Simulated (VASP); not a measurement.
An input for Quantum ESPRESSO's pw.x (written as the equivalent of a VASP run, and not itself run):

```
&CONTROL
  calculation = 'vc-relax'
  pseudo_dir = './pseudo'
  outdir = './out'
  tprnfor = .true.
  tstress = .true.
  nstep = 50
  forc_conv_thr = 0.00039
/
&SYSTEM
  ibrav = 0
  nat = 5
  ntyp = 3
  ecutwfc = 84
  occupations = 'smearing'
  smearing = 'fermi-dirac'
  degauss = 0.00735
  input_dft = 'pz'
/
&ELECTRONS
  conv_thr = 7.3e-08
  electron_maxstep = 100
/
&IONS
/
&CELL
/
ATOMIC_SPECIES
  Zn 65.380 Zn.upf
  N 14.007 N.upf
  Ti 47.867 Ti.upf
CELL_PARAMETERS angstrom
     3.9596680    0.0000000    0.0000000
     0.0000000    3.9596680    0.0000000
     0.0000000    0.0000000    3.9596680
ATOMIC_POSITIONS crystal
  Zn   0.0000000  0.0000000  0.0000000
  N    0.5000000  0.5000000  0.5000000
  Ti   0.0000000  0.5000000  0.5000000
  Ti   0.5000000  0.5000000  0.0000000
  Ti   0.5000000  0.0000000  0.5000000
K_POINTS automatic
  7 7 7 0 0 0
```

### Question
Write the VASP files for the same calculation (LDA).

### Answer
This is not unique; one that fits is 
KPOINTS:
```
Automatic mesh
0
Gamma
7 7 7
0 0 0
```

### POSCAR
```
Ti3ZnN
1.0
  3.9596680000   0.0000000000   0.0000000000
  0.0000000000   3.9596680000   0.0000000000
  0.0000000000   0.0000000000   3.9596680000
Zn N Ti
1 1 3
Direct
  0.0000000000   0.0000000000   0.0000000000
  0.5000000000   0.5000000000   0.5000000000
  0.0000000000   0.5000000000   0.5000000000
  0.5000000000   0.5000000000   0.0000000000
  0.5000000000   0.0000000000   0.5000000000
```

INCAR:
```
! general
SYSTEM  = Ti3ZnN
PREC    = Accurate
ENCUT   = 400   ! plane-wave cut-off (eV)
LREAL   = F   ! projection in real space or not
LASPH   = T

! electronic loop
EDIFF   = 1E-6   ! SCF stop (eV)
NELM    = 100
ALGO    = Normal   ! blocked Davidson
LMAXMIX = 4   ! l cut-off of mixed one-centre charges

! smearing
ISMEAR  = -1
SIGMA   = 0.1   ! width (eV)

! ions
IBRION  = 2   ! conjugate gradients
NSW     = 50   ! most ionic steps
ISIF    = 3
EDIFFG  = -0.01   ! ionic stop

! output
LWAVE   = F
LCHARG  = F
```

POTCAR, in this order: Zn N Ti_sv (LDA.64 set). Program: vasp_std.

Limits of the translation: the potentials are each code's own (VASP's PAW set, PseudoDojo norm-conserving files in pw.x), so ENCUT and ecutwfc are chosen apart and not converted; conv_thr bounds pw.x's estimated SCF error, while EDIFF bounds the energy change between steps; forc_conv_thr acts on force components and is met together with etot_conv_thr.

The structure was generated: Ti3ZnN was put into an ordered model structure, which need not be its known phase. This run relaxes it. Symmetry was kept, so distortions that lower it aren't found. The run is one of a series of settings (EDIFFG = -0.01, IBRION = 2, ISIF = 3, NSW = 50 against the base run), some of them coarse on purpose.
